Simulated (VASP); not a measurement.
# LiSb7 (P-6m2) in VASP: single point with PBE

Aim: the single point of LiSb7 with PBE.

Program: VASP 6.6.1. These are calculated values, not measurements. Logs are shortened: lines on timing, memory, paths and dates and some standing lists are left out, and cuts for length are marked.

## (1) The cell of the first run

Symmetry: P-6m2, No. 187, hexagonal system. Conventional cell: a = 6.669 Å, b = 6.669 Å, c = 5.643 Å, α = 90.00°, β = 90.00°, γ = 120.00°. Li (site symmetry -6m2) is surrounded by 12 Sb at 3.32 to 3.34 Å. Sb (site symmetry mm2) is surrounded by 8 Sb at 3.10 to 3.51 Å and 2 Li at 3.34 Å. Sb (site symmetry mm2) has 4 Sb at 3.04 to 3.34 Å and 2 Li at 3.32 Å as nearest neighbours. Sb (site symmetry -6m2) has 12 Sb at 3.34 Å as nearest neighbours.

The cell was built by a generator and needn't be a form met in nature.

## (2) Single point, PBE (species swapped into the Mg7Sn type (P-6m2, No. 187))

File INCAR:

```
PREC = Accurate
ENCUT = 520
EDIFF = 1E-6
ISMEAR = 0
SIGMA = 0.1
LREAL = F
LASPH = T
NELM = 100
ALGO = Fast
ISIF = 2
LWAVE = F
LCHARG = T
GGA = PE
LELF = T
LVHAR = T
NBANDS = 29
```

File KPOINTS:

```
regular mesh
0
Gamma
  9 9 8
```

File POSCAR:

```
LiSb7
1.0
    6.6694426979      0.0000000000      0.0000000000
   -3.3347213489      5.7759068055      0.0000000000
    0.0000000000      0.0000000000      5.6434338309
Li Sb
1 7
Direct
    0.0000000000      0.0000000000      0.0000000000
    0.4881086054      0.9762172109      0.0000000000
    0.4881086054      0.5118913946      0.0000000000
    0.0237827891      0.5118913946      0.0000000000
    0.3036757861      0.1518378931      0.5000000000
    0.8481621069      0.1518378931      0.5000000000
    0.8481621069      0.6963242139      0.5000000000
    0.3333333333      0.6666666667      0.5000000000
```

Potentials or basis: VASP PAW PBE potentials, release 64 (Li_sv, Sb).

The run is started by

```bash
> cat potpaw_PBE.64/Li_sv/POTCAR potpaw_PBE.64/Sb/POTCAR > POTCAR
> mpirun -np 1 vasp_std > vasp.out
```

OUTCAR:

```text
PREC = Accurate
   ENCUT = 520
   EDIFF = 1E-6
   ISMEAR = 0
   LREAL = F
   LASPH = T
   NELM = 100
   ISIF = 2
   GGA = PE

 ion  position               nearest neighbor table
   1  0.000  0.000  0.000-
   2  0.488  0.976  0.000-   3 3.10   4 3.10   8 3.34   8 3.34   5 3.51   5 3.51   6 3.51   6 3.51
                             3 3.57   4 3.57
   3  0.488  0.512  0.000-   4 3.10   2 3.10   8 3.34   8 3.34   7 3.51   7 3.51   5 3.51   5 3.51
                             4 3.57   2 3.57
   4  0.024  0.512  0.000-   3 3.10   2 3.10   8 3.34   8 3.34   7 3.51   7 3.51   6 3.51   6 3.51
                             3 3.57   2 3.57
   5  0.304  0.152  0.500-   6 3.04   7 3.04   8 3.34   8 3.34   2 3.51   2 3.51   3 3.51   3 3.51
                             6 3.63   7 3.63
   6  0.848  0.152  0.500-   5 3.04   7 3.04   8 3.34   8 3.34   2 3.51   2 3.51   4 3.51   4 3.51
                             5 3.63   7 3.63
   7  0.848  0.696  0.500-   6 3.04   5 3.04   8 3.34   8 3.34   4 3.51   4 3.51   3 3.51   3 3.51
                             6 3.63   5 3.63
   8  0.333  0.667  0.500-   7 3.34   5 3.34   7 3.34   5 3.34   6 3.34   6 3.34   3 3.34   3 3.34
                             4 3.34   4 3.34   2 3.34   2 3.34

  LATTYP: Found a hexagonal cell.
 ALAT       =     6.6694426979
 C/A-ratio  =     0.8461627285

  Lattice vectors:

 A1 = (   6.6694426979,   0.0000000000,   0.0000000000)
 A2 = (  -3.3347213489,   5.7759068055,   0.0000000000)
 A3 = (   0.0000000000,   0.0000000000,   5.6434338309)

Analysis of symmetry for initial positions (statically):
=====================================================================
 Subroutine PRICEL returns:
 Original cell was already a primitive cell.

 Routine SETGRP: Setting up the symmetry group for a
 hexagonal supercell.

 Subroutine GETGRP returns: Found 12 space group operations
 (whereof 12 operations were pure point group operations)
 out of a pool of 24 trial point group operations.

The static configuration has the point symmetry D_3h.

Analysis of symmetry for dynamics (positions and initial velocities):
=====================================================================
 Subroutine PRICEL returns:
 Original cell was already a primitive cell.

 Routine SETGRP: Setting up the symmetry group for a
 hexagonal supercell.

 Subroutine GETGRP returns: Found 12 space group operations
 (whereof 12 operations were pure point group operations)
 out of a pool of 24 trial point group operations.

The dynamic configuration has the point symmetry D_3h.

 Subroutine INISYM returns: Found 12 space group operations
 (whereof 12 operations are pure point group operations),
 and found     1 'primitive' translations

----------------------------------------------------------------------------------------

                                     Primitive cell

  volume of cell :     217.3968

  direct lattice vectors                    reciprocal lattice vectors
     6.669442698  0.000000000  0.000000000     0.149937565  0.086566494  0.000000000
    -3.334721349  5.775906806  0.000000000     0.000000000  0.173132987  0.000000000
     0.000000000  0.000000000  5.643433831     0.000000000  0.000000000  0.177197081

  length of vectors
     6.669442698  6.669442698  5.643433831     0.173132987  0.173132987  0.177197081

  position of ions in fractional coordinates (direct lattice)
     0.000000000  0.000000000  0.000000000
     0.488108605  0.976217211  0.000000000
     0.488108605  0.511891395  0.000000000
     0.023782789  0.511891395  0.000000000
     0.303675786  0.151837893  0.500000000
     0.848162107  0.151837893  0.500000000
     0.848162107  0.696324214  0.500000000
     0.333333333  0.666666667  0.500000000

  ion indices of the primitive-cell ions
   primitive index   ion index
                 1           1
                 2           2
                 3           3
                 4           4
                 5           5
                 6           6
                 7           7
                 8           8

----------------------------------------------------------------------------------------

 KPOINTS: regular mesh

Automatic generation of k-mesh.
 Grid dimensions read from file:
 generate k-points for:    9    9    8

 Generating k-lattice:

  Cartesian coordinates                     Fractional coordinates (reciprocal lattice)
     0.016659729  0.009618499  0.000000000     0.111111111  0.000000000  0.000000000
     0.000000000  0.019236999  0.000000000     0.000000000  0.111111111  0.000000000
     0.000000000  0.000000000  0.022149635     0.000000000  0.000000000  0.125000000

  Length of vectors
     0.019236999  0.019236999  0.022149635

  Shift w.r.t. Gamma in fractional coordinates (k-lattice)
     0.000000000  0.000000000  0.000000000

 Subroutine IBZKPT returns following result:
 ===========================================

 Found     60 irreducible k-points:

 Following reciprocal coordinates:
            Coordinates               Weight
  0.000000  0.000000  0.000000      1.000000
  0.111111 -0.000000  0.000000      6.000000
  0.222222 -0.000000  0.000000      6.000000
  0.333333  0.000000  0.000000      6.000000
  0.444444 -0.000000  0.000000      6.000000
  0.111111  0.111111  0.000000      6.000000
[... 16 lines left out ...]
  0.333333  0.222222  0.125000     24.000000
  0.333333  0.333333  0.125000      4.000000
 [... further k-points ...]
   k-points           NKPTS =     60   k-points in BZ     NKDIM =     60   number of bands    NBANDS=     29
   number of dos      NEDOS =    301   number of ions     NIONS =      8
   total plane-waves  NPLWV = 105000
   dimension x,y,z NGX =    50 NGY =   50 NGZ =   42
   dimension x,y,z NGXF=   100 NGYF=  100 NGZF=   84
   ions per type =               1   7
   NGX,Y,Z   is equivalent  to a cutoff of  12.46, 12.46, 12.37 a.u.
   NGXF,Y,Z  is equivalent  to a cutoff of  24.93, 24.93, 24.74 a.u.
 SYSTEM =  unknown system
   PREC   = accura    normal or accurate (medium, high low for compatibility)
   ISTART =      0    job   : 0-new  1-cont  2-samecut
   ICHARG =      2    charge: 1-file 2-atom 10-const
   ISPIN  =      1    spin polarized calculation?
   LNONCOLLINEAR =      F non collinear calculations
   LSORBIT =      F    spin-orbit coupling
   LASPH  =      T    aspherical Exc in radial PAW
   ENCUT  =  520.0 eV  38.22 Ry    6.18 a.u.  12.40 12.40 10.49*2*pi/ulx,y,z
   NELM   =    100;   NELMIN=  2; NELMDL= -5     # of ELM steps
   EDIFF  = 0.1E-05   stopping-criterion for ELM
   LREAL  =      F    real-space projection
   EDIFFG = 0.1E-04   stopping-criterion for IOM
   NSW    =      0    number of steps for IOM
   IBRION =     -1    ionic relax: 0-MD 1-quasi-New 2-CG
   NFREE  =      0    steps in history (QN), initial steepest desc. (CG)
   ISIF   =      2    stress and relaxation
   ISYM   =      2    0-nonsym 1-usesym 2-fastsym
   POTIM  = 0.5000    time-step for ionic-motion
   TEBEG  =    0.0;   TEEND  =   0.0 temperature during run
   PSTRESS=    0.0 pullay stress
   NELECT =      38.0000    total number of electrons
   NUPDOWN=      -1.0000    fix difference up-down
   EMIN   =  10.00;   EMAX   =-10.00  energy-range for DOS
   EFERMI =   0.00;   METHOD = LEGACY
   ISMEAR =     0;   SIGMA  =   0.10  broadening in eV -4-tet -1-fermi 0-gaus
   EFERMI_NEDOS =   21; number of points for ismear=-14 and -15
   IALGO  =     68    algorithm
   IMIX   =      4    mixing-type and parameters
     AMIX     =   0.40;   BMIX     =  1.00
     AMIX_MAG =   1.60;   BMIX_MAG =  1.00
  volume/ion in A,a.u.               =      27.17       183.38
  Fermi-wavevector in a.u.,A,eV,Ry     =   0.915345  1.729752 11.399738  0.837857
  Thomas-Fermi vector in A             =   2.040076
   LORBIT       =      0    0 simple, 1 ext, 2 COOP (PROOUT), +10 PAW based schemes
   GGA     = PE    functional components
   LHFCALC =     F    Hartree Fock is set to
   AEXX    =    0.0000 exact exchange contribution
   IVDW    =     0    specifies the selected vdW correction
   LEPSILON=     F    determine dielectric tensor
   LRPA    =     F    only Hartree local field effects (RPA)
 non-spin polarized calculation
 RMM-DIIS sequential band-by-band and
 Gauss-broadening in eV      SIGMA  =   0.10
  energy-cutoff  :      520.00
  volume of cell :      217.40
 maximum number of plane-waves:      5883
 NGX is ok and might be reduce to    50
   NGX = 25   NGY = 25   NGZ = 21

 number of electron      38.0000010 magnetization

 Free energy of the ion-electron system (eV)
  ---------------------------------------------------
  ext. energy  EPLUGINS =         0.00000000
  ---------------------------------------------------
  free energy    TOTEN  =       -29.96149678 eV

  energy without entropy =      -29.94553816  energy(sigma->0) =      -29.95351747

 E-fermi :   7.2847     XC(G=0):  -9.7107

 val. band max:        7.2822997606   @ k =   0.3333   0.3333   0.0000
 cond. band min:       7.2903893970   @ k =   0.2222   0.2222   0.1250
 fundamental gap:      0.0080896363
 Fermi energy:         7.2846831321

 k-point     1 :       0.0000    0.0000    0.0000
  band No.  band energies     occupation
      1     -39.8835      2.00000
      2      -5.2435      2.00000
      3      -2.6260      2.00000
      4      -1.5048      2.00000
      5      -1.5048      2.00000
      6      -1.0767      2.00000
[... 21 lines left out ...]
     28      11.2347      0.00000
     29      12.1051      0.00000

 k-point     2 :       0.1111   -0.0000    0.0000
  band No.  band energies     occupation
      1     -39.8835      2.00000
      2      -5.1944      2.00000
      3      -2.6823      2.00000
      4      -1.7687      2.00000
      5      -1.6042      2.00000
      6      -1.1371      2.00000
[... 21 lines left out ...]
     28      11.1524      0.00000
     29      11.8373      0.00000

 k-point     3 :       0.2222   -0.0000    0.0000
  band No.  band energies     occupation
      1     -39.8835      2.00000
      2      -5.0497      2.00000
      3      -2.9308      2.00000
      4      -2.0879      2.00000
      5      -1.7830      2.00000
      6      -1.1717      2.00000
[... 21 lines left out ...]
     28      10.9442      0.00000
     29      10.9873      0.00000

 k-point     4 :       0.3333    0.0000    0.0000
  band No.  band energies     occupation
      1     -39.8835      2.00000
      2      -4.8217      2.00000
      3      -3.3659      2.00000
      4      -2.2061      2.00000
      5      -1.9306      2.00000
      6      -1.1657      2.00000
[... 21 lines left out ...]
     28      10.4782      0.00000
     29      10.5855      0.00000

 k-point     5 :       0.4444   -0.0000    0.0000
  band No.  band energies     occupation
      1     -39.8835      2.00000
      2      -4.5699      2.00000
      3      -3.7588      2.00000
      4      -2.2374      2.00000
      5      -2.0102      2.00000
      6      -1.1360      2.00000
[... 21 lines left out ...]
     28      10.8775      0.00000
     29      11.2001      0.00000
[... 510 lines left out ...]
     28      10.6501      0.00000
     29      11.4843      0.00000

 k-point    22 :       0.2222    0.2222    0.1250
  band No.  band energies     occupation
      1     -39.8835      2.00000
      2      -4.6271      2.00000
      3      -3.3691      2.00000
      4      -2.7945      2.00000
      5      -1.6523      2.00000
      6      -1.0076      2.00000
[... 21 lines left out ...]
     28      10.6048      0.00000
     29      10.8943      0.00000

 k-point    23 :       0.3333    0.2222    0.1250
  band No.  band energies     occupation
      1     -39.8835      2.00000
      2      -4.3942      2.00000
      3      -3.6297      2.00000
      4      -3.0034      2.00000
      5      -1.4978      2.00000
      6      -1.0386      2.00000
[... 21 lines left out ...]
     28      10.6028      0.00000
     29      10.9982      0.00000

 k-point    24 :       0.3333    0.3333    0.1250
  band No.  band energies     occupation
      1     -39.8835      2.00000
      2      -4.2888      2.00000
      3      -3.6415      2.00000
      4      -3.2211      2.00000
      5      -1.4052      2.00000
      6      -0.9171      2.00000
[... 21 lines left out ...]
     28      10.5030      0.00000
     29      10.9534      0.00000

 [... further k-points ...]

------------------------ aborting loop because EDIFF is reached ----------------------------------------

  FORCE on cell =-STRESS in cart. coord.  units (eV):
  Direction    XX          YY          ZZ          XY          YZ          ZX
  --------------------------------------------------------------------------------------
  -------------------------------------------------------------------------------------
  Total       -0.1063832     -0.1063832     -0.1218820     -0.0000000      0.0000000      0.0000000
  in kB       -0.7840263     -0.7840263     -0.8982493     -0.0000000      0.0000000      0.0000000
  external PRESSURE =      -0.8221006 kB  Pullay stress =       0.0000000 kB

 VOLUME and BASIS-vectors are now :
 -----------------------------------------------------------------------------
  energy-cutoff  :      520.00
  volume of cell :      217.40
      direct lattice vectors                 reciprocal lattice vectors
     6.669442698  0.000000000  0.000000000     0.149937565  0.086566494  0.000000000
    -3.334721349  5.775906806  0.000000000     0.000000000  0.173132987  0.000000000
     0.000000000  0.000000000  5.643433831     0.000000000  0.000000000  0.177197081

 POSITION                                       TOTAL-FORCE (eV/Angst)
 -----------------------------------------------------------------------------------
      0.00000      0.00000      0.00000         0.000000     -0.000000      0.000000
     -0.00000      5.63854      0.00000         0.000000      0.004751     -0.000000
      1.54840      2.95664      0.00000         0.004115     -0.002376      0.000000
     -1.54840      2.95664      0.00000        -0.004115     -0.002376      0.000000
      1.51901      0.87700      2.82172         0.009564      0.005522      0.000000
      5.15043      0.87700      2.82172        -0.009564      0.005522      0.000000
      3.33472      4.02190      2.82172        -0.000000     -0.011044     -0.000000
     -0.00000      3.85060      2.82172         0.000000     -0.000000      0.000000
 -----------------------------------------------------------------------------------
    total drift:                                0.000000     -0.000000     -0.000000

  FREE ENERGIE OF THE ION-ELECTRON SYSTEM (eV)
  ---------------------------------------------------
  free  energy   TOTEN  =       -29.9614967847 eV

  energy  without entropy=      -29.9455381582  energy(sigma->0) =      -29.95351747
```

Wall time 9.7 min (1 thread of Intel Xeon Platinum 8488C (Sapphire Rapids), shared host); peak memory 0.49 GiB.

Results:

```
Free energy            : -29.9615 eV
Largest force          : 0.011 eV/Å
Band gap on the k mesh : none (metal or under the smearing width)
```

Forces in eV/Å, atoms in the order of the input:
```
Li   0.000  0.000  0.000
Sb   0.000  0.005  0.000
Sb   0.004 -0.002  0.000
Sb  -0.004 -0.002  0.000
Sb   0.010  0.006  0.000
Sb  -0.010  0.006  0.000
Sb   0.000 -0.011  0.000
Sb   0.000  0.000  0.000
```

Caveat: the cutoff is under 1.25 times the usual one of these potentials, so pressure, stress and relaxed cells hold a basis-set (Pulay) error. The run has no spin-orbit coupling, so splittings on Sb are missing.
